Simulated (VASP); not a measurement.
# CeO2 (Cerianite): input slips in a phonon run and what they do

Aim: see how common mistakes in a phonon run show up, on CeO2 (Cerianite). The starting structure is a measured crystal structure from the Crystallography Open Database.

Main program and level: VASP 6.6.1; Kohn-Sham DFT with plane waves and PAW; LDA+U (Ce f 6 eV).

**1. The starting structure**

It takes space group Fm-3m (No. 225, cubic). The conventional cell has a = 5.411 Å, b = 5.411 Å, c = 5.411 Å, α = 90.00°, β = 90.00°, γ = 90.00°. Nearest to Ce lie 8 O at 2.34 Å. O has 4 Ce at 2.34 Å nearest. Farther neighbours and most contacts between anions are not listed.

As a file:

```cif
data_structure
_symmetry_space_group_name_H-M 'Fm-3m'
_symmetry_Int_Tables_number 225
_cell_length_a 5.4110
_cell_length_b 5.4110
_cell_length_c 5.4110
_cell_angle_alpha 90.000
_cell_angle_beta 90.000
_cell_angle_gamma 90.000
_cell_volume 158.43
loop_
_atom_site_label
_atom_site_type_symbol
_atom_site_symmetry_multiplicity
_atom_site_Wyckoff_symbol
_atom_site_fract_x
_atom_site_fract_y
_atom_site_fract_z
_atom_site_occupancy
Ce1 Ce 4 a 0.00000 0.00000 0.00000 1
O1 O 8 c 0.25000 0.25000 0.75000 1
```

**2. Reference modes**

The cell comes from a relaxation at this level, not shown (39.71 Å³).

INCAR reads:

```
SYSTEM = CeO2
PREC = Accurate
ENCUT = 520
EDIFF = 1E-08
NELM = 150
ISMEAR = 0
SIGMA = 0.03
LREAL = .FALSE.
ALGO = Normal
GGA = CA
NBANDS = 20
ISPIN = 2
MAGMOM = 1 0 0
LDAU = .TRUE.
LDAUTYPE = 2
LDAUL = 3 -1
LDAUU = 6 0
LDAUJ = 0 0
LDAUPRINT = 1
LASPH = .TRUE.
LMAXMIX = 6
AMIX = 0.2
BMIX = 1E-04
AMIX_MAG = 0.8
BMIX_MAG = 1E-04
LORBIT = 11
LWAVE = .FALSE.
LCHARG = .FALSE.
KPAR = 4
IBRION = 6
NFREE = 2
POTIM = 0.015
NSW = 1
ISIF = 2
```

POSCAR reads:

```
CeO2
1.0
    0.0000000000      2.7078000205      2.7078000205
    2.7078000205      0.0000000000      2.7078000205
    2.7078000205      2.7078000205      0.0000000000
Ce O
1 2
Direct
    0.0000000000      0.0000000000      0.0000000000
    0.7500000000      0.7500000000      0.7500000000
    0.2500000000      0.2500000000      0.2500000000
```

KPOINTS reads:

```
Automatic mesh
0
Gamma
10 10 10
0 0 0
```

PAW data sets: Ce and O (LDA family, release 64).

Started as:

```sh
$ mpirun -np 4 vasp_std
```

What it wrote:

```text
[banner, memory and clock lines left out]
running    4 mpi-ranks, on    1 nodes
 distrk:  each k-point on    1 cores,    4 groups
 distr:  one band on    1 cores,    1 groups

 POSCAR found type information on POSCAR CeO
 POSCAR found :  2 types and       3 ions
 LDA part: xc-table for (Slater(with rela. corr.)+CA(PZ))
 , standard interpolation
 POSCAR, INCAR and KPOINTS ok, starting setup
 FFT: planning ... GRIDC
 FFT: planning ... GRID_SOFT
 FFT: planning ... GRID
 WAVECAR not read
 entering main loop
       N       E                     dE             d eps       ncg     rms          rms(c)
DAV:   1     0.241931971765E+03    0.24193E+03   -0.11004E+04  3816   0.144E+03
DAV:   2     0.411403102521E+01   -0.23782E+03   -0.19972E+03  4564   0.284E+02
DAV:   3    -0.321878695314E+02   -0.36302E+02   -0.34879E+02  4268   0.133E+02
DAV:   4    -0.332053497560E+02   -0.10175E+01   -0.10163E+01  5776   0.215E+01
DAV:   5    -0.332640118934E+02   -0.58662E-01   -0.58649E-01  5900   0.403E+00    0.878E+02
DAV:   6    -0.272182251873E+02    0.60458E+01   -0.13415E+01  5636   0.248E+01    0.718E+02
DAV:   7    -0.670109439556E+02   -0.39793E+02   -0.33905E+02  5692   0.660E+01    0.467E+02
DAV:   8    -0.218973066096E+03   -0.15196E+03   -0.68721E+01  6448   0.791E+01    0.354E+03
DAV:   9    -0.939941769533E+02    0.12498E+03   -0.14617E+02  4828   0.482E+01    0.136E+03
DAV:  10    -0.267713852416E+02    0.67223E+02   -0.25876E+02  5336   0.525E+01    0.621E+01
DAV:  11    -0.270206778276E+02   -0.24929E+00   -0.13811E+01  6476   0.387E+01    0.381E+02
DAV:  12    -0.272355921881E+02   -0.21491E+00   -0.10935E+00  4364   0.669E+00    0.116E+02
DAV:  13    -0.268156681732E+02    0.41992E+00   -0.45252E-01  5736   0.588E+00    0.329E+01
DAV:  14    -0.266245265845E+02    0.19114E+00   -0.17149E-01  5360   0.431E+00    0.549E+01
[...]
DAV:  40    -0.264991352876E+02    0.92835E-05   -0.13010E-05  5904   0.342E-02    0.104E-01
DAV:  41    -0.264991328087E+02    0.24789E-05   -0.27856E-06  4644   0.168E-02    0.708E-02
DAV:  42    -0.264991316559E+02    0.11528E-05   -0.26269E-06  4024   0.176E-02    0.432E-02
DAV:  43    -0.264991316740E+02   -0.18111E-07   -0.53364E-07  6408   0.460E-03    0.200E-02
DAV:  44    -0.264991317388E+02   -0.64753E-07   -0.12274E-07  4172   0.385E-03    0.910E-03
DAV:  45    -0.264991317214E+02    0.17358E-07   -0.12114E-08  3060   0.118E-03    0.282E-02
DAV:  46    -0.264991316943E+02    0.27055E-07   -0.18929E-08  3060   0.158E-03    0.162E-02
DAV:  47    -0.264991316957E+02   -0.14052E-08   -0.11392E-09  1912   0.332E-04
   1 F= -.26499132E+02 E0= -.26499132E+02  d E =-.168137E-21  mag=     0.0000
[...]
2 F= -.26498094E+02 E0= -.26498094E+02  d E =-.985537E-22  mag=     0.0000
[...]
3 F= -.26498094E+02 E0= -.26498094E+02  d E =-.988105E-22  mag=     0.0000
[...]
4 F= -.26498171E+02 E0= -.26498171E+02  d E =-.697703E-19  mag=     0.0000
 Finite differences progress:
  Degree of freedom:   2/  2
  Displacement:        1/  2
  Total:               3/  4
 bond charge predicted
       N       E                     dE             d eps       ncg     rms          rms(c)
DAV:   1    -0.264970864245E+02    0.10851E-02   -0.31563E+00 13792   0.108E+01    0.102E+01
DAV:   2    -0.264990657455E+02   -0.19793E-02   -0.27960E-02 17348   0.123E+00    0.111E+01
DAV:   3    -0.265004971976E+02   -0.14315E-02   -0.21233E-03 17892   0.287E-01    0.151E+01
DAV:   4    -0.264981598386E+02    0.23374E-02   -0.99670E-03 15220   0.755E-01    0.602E-01
DAV:   5    -0.264982095712E+02   -0.49733E-04   -0.90307E-04 15612   0.244E-01    0.803E-01
DAV:   6    -0.264982144069E+02   -0.48357E-05   -0.60835E-05 25628   0.349E-02    0.619E-01
DAV:   7    -0.264982102968E+02    0.41100E-05   -0.78689E-07 16976   0.705E-03    0.573E-01
DAV:   8    -0.264981713641E+02    0.38933E-04   -0.89883E-05 16496   0.784E-02    0.200E-01
DAV:   9    -0.264981738340E+02   -0.24699E-05   -0.38556E-05 16592   0.436E-02    0.216E-01
DAV:  10    -0.264981717491E+02    0.20849E-05   -0.74735E-06 15280   0.218E-02    0.128E-01
DAV:  11    -0.264981716087E+02    0.14039E-06   -0.89831E-07 18856   0.652E-03    0.730E-02
DAV:  12    -0.264981714629E+02    0.14584E-06   -0.52035E-07 19344   0.518E-03    0.467E-02
DAV:  13    -0.264981714726E+02   -0.97093E-08   -0.11159E-07 17408   0.235E-03    0.317E-02
DAV:  14    -0.264981714722E+02    0.41337E-09   -0.45857E-08 15512   0.173E-03
   5 F= -.26498171E+02 E0= -.26498171E+02  d E =-.679554E-22  mag=     0.0000
 Finite differences progress:
  Degree of freedom:   2/  2
  Displacement:        2/  2
  Total:               4/  4
```

The job ended after 8.1 min (4 MPI ranks of AMD EPYC 7R43, shared host; peak memory 1.8 GiB; 32 min of CPU time).

The logs omit lines about the potential files and the build; timing stands in the text.

From OUTCAR (step 2):

```text
ion  position               nearest neighbor table
   1  0.000  0.000  0.000-   2 2.35   2 2.35   2 2.35   3 2.35   3 2.35   3 2.35   3 2.35   2 2.35

  LATTYP: Found a face centered cubic cell.
 ALAT       =     5.4156000410

 Subroutine GETGRP returns: Found 48 space group operations
 (whereof 48 operations were pure point group operations)

The static configuration has the point symmetry O_h .

 Found     47 irreducible k-points:

   k-points           NKPTS =     47   k-points in BZ     NKDIM =     47   number of bands    NBANDS=     20

   dimension x,y,z NGX =    28 NGY =   28 NGZ =   28
   dimension x,y,z NGXF=    56 NGYF=   56 NGZF=   56

   ENCUT  =  520.0 eV  38.22 Ry    6.18 a.u.   7.12  7.12  7.12*2*pi/ulx,y,z

   NELECT =      24.0000    total number of electrons

 k-points in reciprocal lattice and weights: Automatic mesh
   0.00000000  0.00000000  0.00000000       0.001
   0.10000000  0.00000000  0.00000000       0.008
   0.20000000  0.00000000  0.00000000       0.008
   0.30000000  0.00000000  0.00000000       0.008
   0.40000000  0.00000000  0.00000000       0.008
   0.50000000  0.00000000  0.00000000       0.004
   0.10000000  0.10000000  0.00000000       0.006
   0.20000000  0.10000000  0.00000000       0.024
   0.30000000  0.10000000  0.00000000       0.024
[...]
-0.30000000  0.40000000  0.20000000       0.024
  -0.30000000  0.50000000  0.20000000       0.012

atom =   1  type =  1  l = 3

 onsite density matrix

spin component  1

  0.0381  0.0000  0.0093  0.0004  0.0000 -0.0002 -0.0000
  0.0000  0.1400  0.0000 -0.0000 -0.0011  0.0000  0.0014
  0.0093  0.0000  0.0333  0.0002  0.0000  0.0001  0.0000
  0.0004 -0.0000  0.0002  0.0454 -0.0000  0.0000 -0.0000
  0.0000 -0.0011  0.0000 -0.0000  0.0333  0.0000 -0.0093
 -0.0002  0.0000  0.0001  0.0000  0.0000  0.0261  0.0000
 -0.0000  0.0014  0.0000 -0.0000 -0.0093  0.0000  0.0381

spin component  2

  0.0381 -0.0000  0.0093  0.0004 -0.0000 -0.0002  0.0000
 -0.0000  0.1400 -0.0000 -0.0000 -0.0011  0.0000  0.0014
  0.0093 -0.0000  0.0333  0.0002 -0.0000  0.0001 -0.0000
  0.0004 -0.0000  0.0002  0.0454  0.0000  0.0000  0.0000
 -0.0000 -0.0011 -0.0000  0.0000  0.0333 -0.0000 -0.0093
 -0.0002  0.0000  0.0001  0.0000 -0.0000  0.0261 -0.0000
  0.0000  0.0014 -0.0000  0.0000 -0.0093 -0.0000  0.0381

 occupancies and eigenvectors

  o =  0.0259  v = -0.4353  0.0000  0.5572  0.0029  0.0000 -0.7071  0.0000  0.0000  0.0000  0.0000  0.0000  0.0000  0.0000  0.0000      0.0000  0.0000  0.0000  0.0000  0.0000  0.0000  0.0000  0.0000  0.0000  0.0000  0.0000  0.0000  0.0000  0.0000
  o =  0.0259  v =  0.0000  0.0000  0.0000  0.0000  0.0000  0.0000  0.0000  0.4353 -0.0000 -0.5572 -0.0029 -0.0000  0.7071 -0.0000      0.0000  0.0000  0.0000  0.0000  0.0000  0.0000  0.0000  0.0000  0.0000  0.0000  0.0000  0.0000  0.0000  0.0000
  o =  0.0261  v =  0.0000 -0.0000 -0.0000  0.0000  0.7906 -0.0000  0.6124  0.0000  0.0000  0.0000  0.0000  0.0000  0.0000  0.0000      0.0000  0.0000  0.0000  0.0000  0.0000  0.0000  0.0000  0.0000  0.0000  0.0000  0.0000  0.0000  0.0000  0.0000
  o =  0.0261  v =  0.0000  0.0000  0.0000  0.0000  0.0000  0.0000  0.0000  0.0000 -0.0000 -0.0000  0.0000  0.7906  0.0000  0.6124      0.0000  0.0000  0.0000  0.0000  0.0000  0.0000  0.0000  0.0000  0.0000  0.0000  0.0000  0.0000  0.0000  0.0000
  o =  0.0263  v =  0.4314  0.0000 -0.5603 -0.0020 -0.0000 -0.7071 -0.0000  0.0000  0.0000  0.0000  0.0000  0.0000  0.0000  0.0000      0.0000  0.0000  0.0000  0.0000  0.0000  0.0000  0.0000  0.0000  0.0000  0.0000  0.0000  0.0000  0.0000  0.0000
  o =  0.0263  v =  0.0000  0.0000  0.0000  0.0000  0.0000  0.0000  0.0000  0.4314  0.0000 -0.5603 -0.0020 -0.0000 -0.7071 -0.0000      0.0000  0.0000  0.0000  0.0000  0.0000  0.0000  0.0000  0.0000  0.0000  0.0000  0.0000  0.0000  0.0000  0.0000
  o =  0.0449  v =  0.5572 -0.0000  0.4353 -0.7071 -0.0000 -0.0029  0.0000  0.0000  0.0000  0.0000  0.0000  0.0000  0.0000  0.0000      0.0000  0.0000  0.0000  0.0000  0.0000  0.0000  0.0000  0.0000  0.0000  0.0000  0.0000  0.0000  0.0000  0.0000
  o =  0.0449  v =  0.0000  0.0000  0.0000  0.0000  0.0000  0.0000  0.0000  0.5572 -0.0000  0.4353 -0.7071 -0.0000 -0.0029  0.0000      0.0000  0.0000  0.0000  0.0000  0.0000  0.0000  0.0000  0.0000  0.0000  0.0000  0.0000  0.0000  0.0000  0.0000
  o =  0.0453  v =  0.0000  0.0184  0.0000 -0.0000  0.6123  0.0000 -0.7904  0.0000  0.0000  0.0000  0.0000  0.0000  0.0000  0.0000      0.0000  0.0000  0.0000  0.0000  0.0000  0.0000  0.0000  0.0000  0.0000  0.0000  0.0000  0.0000  0.0000  0.0000
  o =  0.0453  v =  0.0000  0.0000  0.0000  0.0000  0.0000  0.0000  0.0000 -0.0000 -0.0184 -0.0000  0.0000 -0.6123 -0.0000  0.7904      0.0000  0.0000  0.0000  0.0000  0.0000  0.0000  0.0000  0.0000  0.0000  0.0000  0.0000  0.0000  0.0000  0.0000
  o =  0.0458  v = -0.5603 -0.0000 -0.4314 -0.7071  0.0000  0.0020 -0.0000  0.0000  0.0000  0.0000  0.0000  0.0000  0.0000  0.0000      0.0000  0.0000  0.0000  0.0000  0.0000  0.0000  0.0000  0.0000  0.0000  0.0000  0.0000  0.0000  0.0000  0.0000
  o =  0.0458  v =  0.0000  0.0000  0.0000  0.0000  0.0000  0.0000  0.0000 -0.5603 -0.0000 -0.4314 -0.7071  0.0000  0.0020 -0.0000      0.0000  0.0000  0.0000  0.0000  0.0000  0.0000  0.0000  0.0000  0.0000  0.0000  0.0000  0.0000  0.0000  0.0000
  o =  0.1400  v =  0.0000  0.9998  0.0000 -0.0000 -0.0113 -0.0000  0.0146  0.0000  0.0000  0.0000  0.0000  0.0000  0.0000  0.0000      0.0000  0.0000  0.0000  0.0000  0.0000  0.0000  0.0000  0.0000  0.0000  0.0000  0.0000  0.0000  0.0000  0.0000
  o =  0.1400  v =  0.0000  0.0000  0.0000  0.0000  0.0000  0.0000  0.0000  0.0000  0.9998 -0.0000 -0.0000 -0.0113  0.0000  0.0146      0.0000  0.0000  0.0000  0.0000  0.0000  0.0000  0.0000  0.0000  0.0000  0.0000  0.0000  0.0000  0.0000  0.0000

 average (electrostatic) potential at core
       1 -77.6803       2 -68.8012       3 -68.8008

 E-fermi :   5.4842

 spin component 1
 k-point     1 :       0.0000    0.0000    0.0000
  band No.  band energies     occupation
    ...
      8       1.2034      1.00000
      9       1.2187      1.00000
     10       4.8381      1.00000
     11       4.8545      1.00000
     12       4.8704      1.00000
     13       7.9144      0.00000
     14       8.3146      0.00000
     15       8.3174      0.00000
     16       8.3201      0.00000
     17       8.7118      0.00000
    ...

 k-point     2 :       0.1000    0.0000    0.0000
  band No.  band energies     occupation
    ...
      8       1.3048      1.00000
      9       1.4869      1.00000
     10       4.7165      1.00000
     11       4.7851      1.00000
     12       4.8048      1.00000
     13       7.9245      0.00000
[...]
...
      8       1.5507      1.00000
      9       2.1877      1.00000
     10       4.4425      1.00000
     11       4.6471      1.00000
     12       4.6636      1.00000
     13       7.9533      0.00000
     14       8.2471      0.00000
     15       8.2500      0.00000
     16       8.3224      0.00000
     17       8.4562      0.00000
    ...

 k-point     4 :       0.3000    0.0000    0.0000
  band No.  band energies     occupation
    ...
      8       1.8291      1.00000
      9       3.0241      1.00000
     10       4.2002      1.00000
     11       4.5572      1.00000
     12       4.5652      1.00000
     13       7.9596      0.00000
     14       8.1831      0.00000
     15       8.1841      0.00000
     16       8.2808      0.00000
     17       8.3253      0.00000
    ...

 k-point     5 :       0.4000    0.0000    0.0000
  band No.  band energies     occupation
    ...
      8       2.0235      1.00000
      9       3.6630      1.00000
     10       4.0729      1.00000
     11       4.5675      1.00000
     12       4.5697      1.00000
     13       7.8308      0.00000
     14       8.1421      0.00000
     15       8.1427      0.00000
     16       8.2818      0.00000
     17       8.3276      0.00000
    ...

 k-point     6 :       0.5000    0.0000    0.0000
  band No.  band energies     occupation
    ...
      8       2.0851      1.00000
      9       3.9536      1.00000
     10       3.9772      1.00000
     11       4.5926      1.00000
     12       4.5992      1.00000
     13       7.7472      0.00000
     14       8.1291      0.00000
     15       8.1302      0.00000
     16       8.3233      0.00000
     17       8.3285      0.00000
    ...

  Total        0.0050988      0.0029991      0.0029991      0.0000000     -0.0583202      0.0000000
  in kB        0.2057285      0.1210111      0.1210111      0.0000000     -2.3531495      0.0000000
  external PRESSURE =       0.1492503 kB  Pullay stress =       0.0000000 kB

  energy-cutoff  :      520.00
  volume of cell :       39.71
      direct lattice vectors                 reciprocal lattice vectors
     0.000000000  2.707800021  2.707800021    -0.184651745  0.184651745  0.184651745
     2.707800021  0.000000000  2.707800021     0.184651745 -0.184651745  0.184651745
     2.707800021  2.707800021  0.000000000     0.184651745  0.184651745 -0.184651745

 POSITION                                       TOTAL-FORCE (eV/Angst)
 -----------------------------------------------------------------------------------
      0.00000      0.00000      0.00000        -0.068997     -0.000000     -0.000000
      4.04670      4.06170      4.06170         0.128262      0.000000      0.000000
      1.35390      1.35390      1.35390        -0.059265      0.000000      0.000000
 -----------------------------------------------------------------------------------
    total drift:                               -0.000409      0.000001      0.000001

  FREE ENERGIE OF THE ION-ELECTRON SYSTEM (eV)
  ---------------------------------------------------
  free  energy   TOTEN  =       -26.4981714722 eV

  energy  without entropy=      -26.4981714722  energy(sigma->0) =      -26.49817147

 Eigenvectors and eigenvalues of the dynamical matrix
 ----------------------------------------------------

   1 f  =   13.818822 THz    86.826220 2PiTHz  460.946290 cm-1    57.150031 meV
             X         Y         Z           dx          dy          dz
      0.000000  0.000000  0.000000     0.000000   -0.000000    0.000000
      4.061700  4.061700  4.061700    -0.258995   -0.657968    0.000000
      1.353900  1.353900  1.353900     0.258995    0.657968   -0.000000

   2 f  =   13.818822 THz    86.826220 2PiTHz  460.946290 cm-1    57.150031 meV
             X         Y         Z           dx          dy          dz
      0.000000  0.000000  0.000000     0.000000    0.000000   -0.000000
      4.061700  4.061700  4.061700     0.657968   -0.258995   -0.000000
      1.353900  1.353900  1.353900    -0.657968    0.258995    0.000000

   3 f  =   13.818822 THz    86.826220 2PiTHz  460.946290 cm-1    57.150031 meV
             X         Y         Z           dx          dy          dz
      0.000000  0.000000  0.000000    -0.000000   -0.000000    0.000000
      4.061700  4.061700  4.061700    -0.000000    0.000000   -0.707107
      1.353900  1.353900  1.353900     0.000000   -0.000000    0.707107

   4 f  =    9.290581 THz    58.374444 2PiTHz  309.900436 cm-1    38.422740 meV
             X         Y         Z           dx          dy          dz
      0.000000  0.000000  0.000000     0.181163    0.391582   -0.007286
      4.061700  4.061700  4.061700    -0.267800   -0.578846    0.010770
      1.353900  1.353900  1.353900    -0.267800   -0.578846    0.010770

   5 f  =    9.290581 THz    58.374444 2PiTHz  309.900436 cm-1    38.422740 meV
             X         Y         Z           dx          dy          dz
      0.000000  0.000000  0.000000     0.207207   -0.102642   -0.364334
      4.061700  4.061700  4.061700    -0.306299    0.151728    0.538567
      1.353900  1.353900  1.353900    -0.306299    0.151728    0.538567

   6 f  =    9.290581 THz    58.374444 2PiTHz  309.900436 cm-1    38.422740 meV
             X         Y         Z           dx          dy          dz
      0.000000  0.000000  0.000000     0.332347   -0.149458    0.231121
      4.061700  4.061700  4.061700    -0.491284    0.220933   -0.341649
      1.353900  1.353900  1.353900    -0.491284    0.220933   -0.341649

   7 f/i=    0.003428 THz     0.021538 2PiTHz    0.114342 cm-1     0.014177 meV
             X         Y         Z           dx          dy          dz
      0.000000  0.000000  0.000000     0.069468   -0.066802    0.896941
      4.061700  4.061700  4.061700     0.023497   -0.022595    0.303384
      1.353900  1.353900  1.353900     0.023497   -0.022595    0.303384

   8 f/i=    0.003428 THz     0.021538 2PiTHz    0.114342 cm-1     0.014177 meV
             X         Y         Z           dx          dy          dz
      0.000000  0.000000  0.000000     0.597664   -0.668844   -0.096103
      4.061700  4.061700  4.061700     0.202156   -0.226232   -0.032506
      1.353900  1.353900  1.353900     0.202156   -0.226232   -0.032506

   9 f/i=    0.003428 THz     0.021538 2PiTHz    0.114342 cm-1     0.014177 meV
             X         Y         Z           dx          dy          dz
      0.000000  0.000000  0.000000    -0.672133   -0.601644    0.007248
      4.061700  4.061700  4.061700    -0.227345   -0.203502    0.002452
      1.353900  1.353900  1.353900    -0.227345   -0.203502    0.002452

 ELASTIC MODULI CONTR FROM IONIC RELAXATION (kBar)
 Direction    XX          YY          ZZ          XY          YZ          ZX
 --------------------------------------------------------------------------------
 XX          -0.0000     -0.0000      0.0000      0.0000     -0.0000     -0.0000
 YY          -0.0000     -0.0000      0.0000      0.0000     -0.0000     -0.0000
 ZZ           0.0000      0.0000     -0.0000     -0.0000     -0.0000      0.0000
 XY          -0.0000      0.0000     -0.0000    -97.9548     -0.0000      0.0000
 YZ          -0.0000     -0.0000      0.0000      0.0000    -97.9548     -0.0000
 ZX          -0.0000     -0.0000      0.0000      0.0000     -0.0000    -97.9548
 --------------------------------------------------------------------------------

 total charge
# of ion       s       p       d       f       tot
--------------------------------------------------
    1        2.016   5.819   0.993   0.696   9.524
    2        1.562   3.449   0.000   0.000   5.011
    3        1.562   3.449   0.000   0.000   5.011
--------------------------------------------------
tot          5.140  12.717   0.993   0.696  19.546

 magnetization (x)
# of ion       s       p       d       f       tot
--------------------------------------------------
    1       -0.000   0.000  -0.000  -0.000  -0.000
    2        0.000   0.000   0.000   0.000   0.000
    3        0.000   0.000   0.000   0.000   0.000
--------------------------------------------------
tot          0.000   0.000  -0.000  -0.000   0.000

[... 1 further part left out ...]
```

The last energy, forces, stress and levels in OUTCAR belong to the last displaced cell, not to the cell of POSCAR.

Reference: the zone-centre modes are T2g 460.9, T1u 309.9 cm⁻¹.

[end of part 1 of 2]

[Lines on the potential files, build, host, timing and source positions are cut from VASP's logs without a mark.]

[Logs are printed without paths, hosts, clocks, repeated set-up lines and the standing remarks that a program may print on its own settings, such as how far it seeks lower states.]

[Hosts, paths, dates, database ids (printed as entryN), source tags and the programs' standing remarks are cut or masked in the printed files.]
